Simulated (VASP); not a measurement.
TlMo6S8, 15 atoms in the cell. The typed cell holds 15 atoms: a = 6.729 Å, b = 6.729 Å, c = 6.729 Å, α = 88.98°, β = 88.98°, γ = 88.98°. The cell comes from a database or a generator and needn't be the stable form of this composition.

- Program: VASP 6.6.1
- Task: single point
- Functional: r2SCAN
- Potentials or basis: VASP PAW PBE potentials, release 64 (Tl_d, Mo_sv, S)
- Cutoff: 520 eV
- k mesh: 1 × 1 × 1
- Occupations: fermi-dirac, width 0.05 eV
- Spin: no spin polarisation
- Dipole correction: no
- Further INCAR settings: LREAL = Auto; ALGO = Normal; EDIFF = 1e-06; NBANDS = 86

Potentials or basis: VASP PAW PBE potentials, release 64 (Tl_d, Mo_sv, S).

Command:

```sh
$ cat potpaw_PBE.64/Tl_d/POTCAR potpaw_PBE.64/Mo_sv/POTCAR potpaw_PBE.64/S/POTCAR > POTCAR
$ cp INCAR.step1 INCAR
$ mpirun -np 1 vasp_gam > vasp.out
$ cp INCAR.step2 INCAR
$ mpirun -np 1 vasp_gam > vasp.out
```

Hardware: 1 thread of Intel(R) Xeon(R) 6975P-C (Granite Rapids) (shared host).

**Question.** Estimate the wall time of this run.

**Answer.** Wall time 85 s on 1 thread of Intel(R) Xeon(R) 6975P-C (Granite Rapids), with other jobs on the host, peak memory 0.38 GiB. Counts: scf iterations 12, k points 1.
